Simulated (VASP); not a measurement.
# FeSi2Se4 (P-1) in VASP: reference runs

Aim: a first look at FeSi2Se4 with PBE, on the cell as given and on a disturbed one.

All numbers are computed with VASP 6.6.1; they aren't measurements. Logs are shortened: lines on timing, memory, paths and dates and some standing lists are left out, and cuts for length are marked.

## 1. The structure

The typed cell holds 7 atoms: a = 3.605 Å, b = 6.513 Å, c = 8.127 Å, α = 68.74°, β = 77.66°, γ = 89.94°.

The cell comes from a database or a generator and needn't be the stable form of this composition.

## 2. Single point, PBE, collinear spin, ferromagnetic start

Contents of INCAR:

```
  PREC = Accurate
  ENCUT = 520
  EDIFF = 1E-7
  ISMEAR = -1
  SIGMA = 0.05
  LREAL = F
  LASPH = T
  NELM = 120
  ALGO = Normal
  ISIF = 2
  LWAVE = F
  LCHARG = F
  ISPIN = 2
  MAGMOM = 0 0 0 0 3 0 0
  LORBIT = 11
  LMAXMIX = 4
  GGA = PE
  NBANDS = 33
```

Contents of KPOINTS:

```
regular mesh
0
Gamma
  8 5 4
```

Contents of POSCAR:

```
FeSi2Se4
1.0
    3.6047694431      0.0000000000      0.0000000000
    0.0071159150      6.5134065113      0.0000000000
    1.7364340422      2.9451384541      7.3724996877
Se Fe Si
4 1 2
Direct
    0.3916620000      0.0368390000      0.2233600000
    0.8725070000      0.5501730000      0.2650870000
    0.6083380000      0.9631610000      0.7766400000
    0.1274930000      0.4498270000      0.7349130000
    0.0000000000      0.0000000000      0.0000000000
    0.4239120000      0.4055310000      0.1539360000
    0.5760880000      0.5944690000      0.8460640000
```

Potentials or basis: VASP PAW PBE potentials, release 64 (Se, Fe, Si).

Launch:

```bash
$ cat potpaw_PBE.64/Se/POTCAR potpaw_PBE.64/Fe/POTCAR potpaw_PBE.64/Si/POTCAR > POTCAR
$ mpirun -np 1 vasp_std > vasp.out
```

OUTCAR:

```text
PREC = Accurate
   ENCUT = 520
   EDIFF = 1E-7
   ISMEAR = -1
   LREAL = F
   LASPH = T
   NELM = 120
   ISIF = 2
   ISPIN = 2
   LORBIT = 11
   GGA = PE

 ion  position               nearest neighbor table
   1  0.392  0.037  0.223-   6 2.26   5 2.60   5 2.60
   2  0.873  0.550  0.265-   6 2.35   6 2.36   5 2.90
   3  0.608  0.963  0.777-   7 2.26   5 2.60   5 2.60
   4  0.127  0.450  0.735-   7 2.35   7 2.36   5 2.90
   5  0.000  0.000  0.000-   1 2.60   3 2.60   3 2.60   1 2.60   4 2.90   2 2.90
   6  0.424  0.406  0.154-   1 2.26   7 2.29   2 2.35   2 2.36
   7  0.576  0.594  0.846-   3 2.26   6 2.29   4 2.35   4 2.36

  LATTYP: Found a triclinic cell.
 ALAT       =     8.1266718490
 B/A-ratio  =     0.8014855921
 C/A-ratio  =     0.4435726593
 COS(alpha) =     0.0010925022
 COS(beta)  =     0.2136709928
 COS(gamma) =     0.3626372283

  Lattice vectors:

 A1 = (  -1.7364340422,  -2.9451384541,  -7.3724996877)
 A2 = (  -0.0071159150,  -6.5134065113,   0.0000000000)
 A3 = (  -3.6047694431,   0.0000000000,   0.0000000000)

Analysis of symmetry for initial positions (statically):
=====================================================================
 Subroutine PRICEL returns:
 Original cell was already a primitive cell.

 Routine SETGRP: Setting up the symmetry group for a
 triclinic supercell.

 Subroutine GETGRP returns: Found  2 space group operations
 (whereof  2 operations were pure point group operations)
 out of a pool of  2 trial point group operations.

The static configuration has the point symmetry S_2 .

Analysis of symmetry for dynamics (positions and initial velocities):
=====================================================================
 Subroutine PRICEL returns:
 Original cell was already a primitive cell.

 Routine SETGRP: Setting up the symmetry group for a
 triclinic supercell.

 Subroutine GETGRP returns: Found  2 space group operations
 (whereof  2 operations were pure point group operations)
 out of a pool of  2 trial point group operations.

The dynamic configuration has the point symmetry S_2 .

Analysis of structural, dynamic, and magnetic symmetry:
=====================================================================
 Subroutine PRICEL returns:
 Original cell was already a primitive cell.

 Routine SETGRP: Setting up the symmetry group for a
 triclinic supercell.

 Subroutine GETGRP returns: Found  2 space group operations
[... 151 lines left out ...]

 Free energy of the ion-electron system (eV)
  ---------------------------------------------------
  ext. energy  EPLUGINS =         0.00000000
  ---------------------------------------------------
  free energy    TOTEN  =       -34.93077870 eV

  energy without entropy =      -34.91105614  energy(sigma->0) =      -34.92091742

 E-fermi :   3.5510     XC(G=0):  -8.8516

 val. band max:        3.5252882784   @ k =   0.0000   0.4000  -0.0000
 cond. band min:       3.5824578564   @ k =   0.5000   0.4000   0.2500
 fundamental gap:      0.0571695780
 Fermi energy:         3.5509726579

 spin component 1

 k-point     1 :       0.0000    0.0000    0.0000
  band No.  band energies     occupation
      1     -11.5203      1.00000
      2     -10.9473      1.00000
      3      -9.8001      1.00000
      4      -9.6919      1.00000
      5      -5.3835      1.00000
      6      -3.6179      1.00000
[... 829 lines left out ...]
     31       8.9706      0.00000
     32       9.0560      0.00000

 [... further k-points ...]

 spin component 2

 k-point     1 :       0.0000    0.0000    0.0000
  band No.  band energies     occupation
      1     -11.4663      1.00000
      2     -10.8970      1.00000
      3      -9.7040      1.00000
      4      -9.6051      1.00000
      5      -5.3391      1.00000
      6      -3.5637      1.00000
[... 829 lines left out ...]
     31       9.1355      0.00000
     32       9.2273      0.00000

 [... further k-points ...]

 [bands above 32 left out]

------------------------ aborting loop because EDIFF is reached ----------------------------------------

  FORCE on cell =-STRESS in cart. coord.  units (eV):
  Direction    XX          YY          ZZ          XY          YZ          ZX
  --------------------------------------------------------------------------------------
  -------------------------------------------------------------------------------------
  Total       -0.1919938      0.3054435      0.6635959     -0.1349675     -0.1633153     -0.0407930
  in kB       -1.7770410      2.8270987      6.1420570     -1.2492216     -1.5116001     -0.3775687
  external PRESSURE =       2.3973716 kB  Pullay stress =       0.0000000 kB

 VOLUME and BASIS-vectors are now :
 -----------------------------------------------------------------------------
  energy-cutoff  :      520.00
  volume of cell :      173.10
      direct lattice vectors                 reciprocal lattice vectors
     3.604769443  0.000000000  0.000000000     0.277410252 -0.000303071 -0.065216960
     0.007115915  6.513406511  0.000000000     0.000000000  0.153529493 -0.061331385
     1.736434042  2.945138454  7.372499688     0.000000000  0.000000000  0.135639205

 POSITION                                       TOTAL-FORCE (eV/Angst)
 -----------------------------------------------------------------------------------
      1.79996      0.89777      1.64672         0.004397     -0.055321     -0.082395
      3.60941      4.36422      1.95435        -0.063371      0.008021     -0.002808
      3.54836      8.56077      5.72578        -0.004397      0.055321      0.082395
      1.73891      5.09433      5.41815         0.063371     -0.008021      0.002808
      0.00000      0.00000      0.00000         0.000000      0.000000      0.000000
      1.79829      3.09475      1.13489         0.066321     -0.047692      0.136165
      3.55003      6.36379      6.23761        -0.066321      0.047692     -0.136165
 -----------------------------------------------------------------------------------
    total drift:                               -0.000000     -0.000000      0.000000

  FREE ENERGIE OF THE ION-ELECTRON SYSTEM (eV)
  ---------------------------------------------------
  free  energy   TOTEN  =       -34.9307786971 eV

  energy  without entropy=      -34.9110561355  energy(sigma->0) =      -34.92091742

 total charge

# of ion       s       p       d       tot
------------------------------------------
    1        1.469   2.354   0.041   3.864
    2        1.473   2.339   0.039   3.851
    3        1.469   2.354   0.041   3.864
    4        1.473   2.339   0.039   3.851
    5        0.303   0.295   6.082   6.681
    6        0.755   0.846   0.000   1.601
    7        0.755   0.846   0.000   1.601
--------------------------------------------------
tot          7.697  11.374   6.243  25.313

 magnetization (x)

# of ion       s       p       d       tot
------------------------------------------
    1        0.008   0.060   0.002   0.069
    2        0.004   0.038   0.001   0.043
    3        0.008   0.060   0.002   0.069
    4        0.004   0.038   0.001   0.043
    5        0.032   0.020   3.214   3.265
    6       -0.002   0.003   0.000   0.001
    7       -0.002   0.003   0.000   0.001
--------------------------------------------------
tot          0.053   0.221   3.218   3.492
```

Run time: 12 min. Hardware: 1 thread of Intel Xeon 6975P-C (Granite Rapids), shared host; peak memory 0.81 GiB.

Results:

```yaml
Free_energy: -34.9308 eV
Pressure: 0.2 GPa
Largest_force: 0.159 eV/Å
Band_gap_on_the_k_mesh: none (metal or under the smearing width)
Net_moment: 3.76 μB per cell
Site_moments: Se +0.07, +0.04; Fe +3.27; Si +0.00 μB
Valence_electrons_inside_the_program's_atomic_spheres: Se 3.86, 3.85; Fe 6.68; Si 1.60
```

Forces in eV/Å, atoms in the order of the input:
```
Se   0.004 -0.055 -0.082
Se  -0.063  0.008 -0.003
Se  -0.004  0.055  0.082
Se   0.063 -0.008  0.003
Fe   0.000  0.000  0.000
Si   0.066 -0.048  0.136
Si  -0.066  0.048 -0.136
```

Levels at points of the mesh, in eV from the Fermi level:
Spin up:
```csv
k point,band 20,band 21,band 22,band 23,band 24,band 25
"(0.00, 0.00, 0.00)",-0.92,-0.92,0.22,0.91,1.10,2.03
"(0.50, 0.00, 0.00)",-1.98,-1.58,-0.37,1.91,2.71,3.02
"(0.00, 0.00, 0.50)",-0.95,-0.56,0.26,0.63,1.02,2.31
"(0.50, 0.00, 0.50)",-1.98,-1.56,-0.39,1.90,2.69,3.02
```
Spin down:
| k point | band 16 | band 17 | band 18 | band 19 | band 20 | band 21 |
| --- | --- | --- | --- | --- | --- | --- |
| (0.00, 0.00, 0.00) | -1.75 | -0.83 | -0.36 | -0.08 | 0.33 | 0.95 |
| (0.50, 0.00, 0.00) | -2.36 | -1.88 | -0.21 | 0.29 | 0.60 | 1.21 |
| (0.00, 0.00, 0.50) | -1.25 | -0.86 | -0.34 | -0.08 | 0.39 | 0.66 |
| (0.50, 0.00, 0.50) | -2.38 | -1.89 | -0.21 | 0.29 | 0.61 | 1.21 |

Caveat: a cell with one magnetic atom can't hold antiferromagnetic order, which such compounds often take.

## 3. Single point, PBE, collinear spin, ferromagnetic start (atoms moved at random, drawn with an rms of 0.05 Å)

Contents of INCAR:

```
PREC = Accurate ; ENCUT = 520
EDIFF = 1E-7 ; ISMEAR = -1
SIGMA = 0.05 ; LREAL = False
LASPH = True ; NELM = 120
ALGO = Normal ; ISIF = 2
LWAVE = False ; LCHARG = False
ISPIN = 2 ; MAGMOM = 0 0 0 0 3 0 0
LORBIT = 11 ; LMAXMIX = 4
GGA = PE ; NBANDS = 33
```

KPOINTS is that of step 2.

Contents of POSCAR:

```
FeSi2Se4
1.0
    3.6047694431      0.0000000000      0.0000000000
    0.0071159150      6.5134065113      0.0000000000
    1.7364340422      2.9451384541      7.3724996877
Se Fe Si
4 1 2
Direct
    0.3966150000      0.0311850000      0.2211570000
    0.8767340000      0.5445900000      0.2651820000
    0.6070550000      0.9651230000      0.7796980000
    0.1239010000      0.4407520000      0.7352320000
    0.0065840000     -0.0000850000     -0.0035470000
    0.4290210000      0.4098960000      0.1490670000
    0.5853100000      0.5995240000      0.8513570000
```

Potentials or basis: VASP PAW PBE potentials, release 64 (Se, Fe, Si).

Launch:

```bash
$ cat potpaw_PBE.64/Se/POTCAR potpaw_PBE.64/Fe/POTCAR potpaw_PBE.64/Si/POTCAR > POTCAR
$ mpirun -np 1 vasp_std > vasp.out
```

OUTCAR:

```text
PREC = Accurate
   ENCUT = 520
   EDIFF = 1E-7
   ISMEAR = -1
   LREAL = False
   LASPH = True
   NELM = 120
   ISIF = 2
   ISPIN = 2
   LORBIT = 11
   GGA = PE

 ion  position               nearest neighbor table
   1  0.397  0.031  0.221-   6 2.32   5 2.59   5 2.60
   2  0.877  0.545  0.265-   6 2.33   6 2.35   5 2.94
   3  0.607  0.965  0.780-   7 2.23   5 2.55   5 2.57
   4  0.124  0.441  0.735-   7 2.38   7 2.47   5 2.85
   5  0.007  1.000  0.996-   3 2.55   3 2.57   1 2.59   1 2.60   4 2.85   2 2.94
   6  0.429  0.410  0.149-   7 2.22   1 2.32   2 2.33   2 2.35
   7  0.585  0.600  0.851-   6 2.22   3 2.23   4 2.38   4 2.47

  LATTYP: Found a triclinic cell.
 ALAT       =     8.1266718490
 B/A-ratio  =     0.8014855921
 C/A-ratio  =     0.4435726593
 COS(alpha) =     0.0010925022
 COS(beta)  =     0.2136709928
 COS(gamma) =     0.3626372283

[... 1906 lines left out ...]
  -------------------------------------------------------------------------------------
  Total       -0.4948841     -1.0438617      2.4687671     -0.4134375     -0.4550763     -0.4080273
  in kB       -4.5805076     -9.6616897     22.8502133     -3.8266615     -4.2120583     -3.7765857
  external PRESSURE =       2.8693387 kB  Pullay stress =       0.0000000 kB

 VOLUME and BASIS-vectors are now :
 -----------------------------------------------------------------------------
  energy-cutoff  :      520.00
  volume of cell :      173.10
      direct lattice vectors                 reciprocal lattice vectors
     3.604769443  0.000000000  0.000000000     0.277410252 -0.000303071 -0.065216960
     0.007115915  6.513406511  0.000000000     0.000000000  0.153529493 -0.061331385
     1.736434042  2.945138454  7.372499688     0.000000000  0.000000000  0.135639205

 POSITION                                       TOTAL-FORCE (eV/Angst)
 -----------------------------------------------------------------------------------
      1.81395      0.85446      1.63048         0.011842      0.552775     -0.264631
      3.62477      4.32813      1.95505        -0.099223      0.158745      0.088490
      3.54906      8.58256      5.74832         0.050624      0.041517     -0.175134
      1.72645      5.03616      5.42050         0.333857      0.815360      0.505753
      1.76112      9.44754      7.34635        -0.059447      0.189000      0.188185
      1.80828      3.10884      1.09900         0.083187     -0.914812      1.124368
      3.59250      6.41231      6.27663        -0.320840     -0.842586     -1.467031
 -----------------------------------------------------------------------------------
    total drift:                                0.000243      0.000114      0.000225

  FREE ENERGIE OF THE ION-ELECTRON SYSTEM (eV)
  ---------------------------------------------------
  free  energy   TOTEN  =       -34.7985247768 eV

  energy  without entropy=      -34.7770915623  energy(sigma->0) =      -34.78780817

 total charge

# of ion       s       p       d       tot
------------------------------------------
    1        1.471   2.332   0.038   3.840
    2        1.473   2.343   0.041   3.857
    3        1.470   2.364   0.046   3.880
    4        1.477   2.301   0.035   3.813
    5        0.310   0.309   6.090   6.710
    6        0.757   0.854   0.000   1.610
    7        0.760   0.845   0.000   1.605
--------------------------------------------------
tot          7.718  11.347   6.249  25.315

 magnetization (x)

# of ion       s       p       d       tot
------------------------------------------
    1        0.008   0.062   0.002   0.072
    2        0.004   0.038   0.001   0.042
    3        0.008   0.056   0.002   0.066
    4        0.005   0.042   0.001   0.047
    5        0.032   0.021   3.193   3.245
    6       -0.002   0.001   0.000  -0.000
    7       -0.002   0.003   0.000   0.002
--------------------------------------------------
tot          0.053   0.224   3.197   3.474
```

OSZICAR:

```text
N       E                     dE             d eps       ncg     rms          rms(c)
DAV:   1     0.239514611857E+03    0.23951E+03   -0.15351E+04 10824   0.103E+03
DAV:   2    -0.100728650091E+02   -0.24959E+03   -0.23318E+03 11536   0.214E+02
DAV:   3    -0.358853951372E+02   -0.25813E+02   -0.24975E+02 14020   0.777E+01
[... 17 lines left out ...]
DAV:  21    -0.347985231668E+02   -0.10471E-05   -0.46976E-05 15227   0.578E-02    0.238E-02
DAV:  22    -0.347985210376E+02    0.21292E-05   -0.28098E-05 14716   0.464E-02    0.127E-02
DAV:  23    -0.347985245407E+02   -0.35031E-05   -0.26375E-05 14798   0.309E-02    0.112E-02
DAV:  24    -0.347985246495E+02   -0.10881E-06   -0.80403E-06 15697   0.240E-02    0.494E-03
DAV:  25    -0.347985247271E+02   -0.77585E-07   -0.23171E-06 14489   0.119E-02    0.193E-03
DAV:  26    -0.347985247768E+02   -0.49768E-07   -0.48872E-07 10831   0.514E-03
   1 F= -.34798525E+02 E0= -.34787808E+02  d E =-.214332E-01  mag=     3.7426
```

stdout:

```text
POSCAR found type information on POSCAR SeFeSi
 POSCAR found :  3 types and       7 ions
 scaLAPACK will be used
 LDA part: xc-table for (Slater+PW92), standard interpolation
 POSCAR, INCAR and KPOINTS ok, starting setup
 FFT: planning ... GRIDC
 FFT: planning ... GRID_SOFT
 FFT: planning ... GRID
 WAVECAR not read
 entering main loop
```

Wall time 11 min (1 thread of Intel Xeon 6975P-C (Granite Rapids), shared host); peak memory 0.81 GiB.

What came out:

| Property | Result |
| --- | --- |
| Free energy | -34.7985 eV |
| Pressure | 0.3 GPa |
| Largest force | 1.722 eV/Å |
| Band gap on the k mesh | none (metal or under the smearing width) |
| Net moment | 3.74 μB per cell |
| Site moments | Se +0.07, +0.04, +0.05; Fe +3.25; Si -0.00, +0.00 μB |
| Valence electrons inside the program's atomic spheres | Se 3.84, 3.86, 3.88, 3.81; Fe 6.71; Si 1.61, 1.60 |

Forces in eV/Å, atoms in the order of the input:
```
Se   0.012  0.553 -0.265
Se  -0.099  0.159  0.088
Se   0.051  0.042 -0.175
Se   0.334  0.815  0.506
Fe  -0.059  0.189  0.188
Si   0.083 -0.915  1.124
Si  -0.321 -0.843 -1.467
```

Caveat: a cell with one magnetic atom can't hold antiferromagnetic order, which such compounds often take.
